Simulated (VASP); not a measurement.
Here is the system:

```
CELL_PARAMETERS angstrom
      0.00000     2.86000     2.86000
      2.86000     0.00000     2.86000
      2.86000     2.86000     0.00000
ATOMIC_POSITIONS crystal
  Li 0.25000 0.25000 0.25000
  Li 0.75000 0.75000 0.75000
  S  0.00000 0.00000 0.00000
```

All values below come from PBE GGA, VASP's PBE PAW potentials (set 64) (plane waves; VASP). Settings: 520 eV cut-off, 2×2×2 Monkhorst-Pack mesh, Gaussian smearing of 0.050 eV, potentials Li_sv S.

Task: Predict the energy per atom (σ→0).

Result: 
```json
{
 "energy per atom (σ→0)": "-3.996 eV/atom"
}
```

The compound is Li2S in the antifluorite structure. The cell was not relaxed at this level. The k-mesh is coarse (spacing up to 0.95 per Å, 2π included), so the numbers may not be converged in it. The run is one of a series of settings (KPOINTS 2×2×2 Monkhorst-Pack mesh against the base run), some of them coarse on purpose.
